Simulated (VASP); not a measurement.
```yaml
crystal:
  lattice:
    - [4.40929, 0.00000, 0.00000]
    - [0.00000, 4.40929, 0.00000]
    - [0.00000, 0.00000, 2.91739]
  atoms:
    - { symbol: Cr, position: [0.00000, 0.00000, 0.00000], spin: 2.4 }
    - { symbol: Cr, position: [0.50000, 0.50000, 0.50000], spin: 2.4 }
    - { symbol: O, position: [0.30279, 0.30279, 0.00000], spin: -0.1 }
    - { symbol: O, position: [0.80279, 0.19721, 0.50000], spin: -0.1 }
    - { symbol: O, position: [0.19721, 0.80279, 0.50000], spin: -0.1 }
    - { symbol: O, position: [0.69721, 0.69721, 0.00000], spin: -0.1 }
```

Method: r2SCAN meta-GGA, VASP's PBE PAW potentials (set 64) (plane waves; VASP). Numerical set-up: 520 eV cut-off, 8×8×12 Γ-centred mesh, tetrahedra with Blöchl corrections, potentials Cr_pv O.

Task: The job: CrO₂ (rutile), 6 atoms, r2SCAN, static run, 520 eV, 8×8×12 Γ-centred mesh. Roughly how much core time does it take on a busy server core?

Result: About 20 core-minutes (one run on a shared machine, a rough figure). It had 105 irreducible k-points, 30 bands, up to 1544 plane waves and 29 electronic steps.

The compound is CrO2 in the rutile structure. It was relaxed first.
